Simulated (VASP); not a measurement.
Here is the system:

```
CELL_PARAMETERS angstrom
      0.00000     2.88463     2.88463
      2.88463     0.00000     2.88463
      2.88463     2.88463     0.00000
ATOMIC_POSITIONS crystal
  Zn 0.00000 0.00000 0.00000
  Se 0.25000 0.25000 0.25000
```

Level of theory: revTPSS meta-GGA, VASP's PBE PAW potentials (set 64) (plane waves; VASP). Numerical set-up: 520 eV cut-off, 8×8×8 Γ-centred mesh, Gaussian smearing of 0.050 eV, potentials Zn Se.

Q: Give the stress tensor in GPa (positive for a compressed cell).

A: 
```
-3.25   0.00   0.00
 0.00  -3.25   0.00
 0.00   0.00  -3.25
```
The pressure is its mean diagonal, -3.25 GPa.

The compound is ZnSe in the zinc blende structure. This cell is one point of a volume scan, at 1.06 of the reference volume.
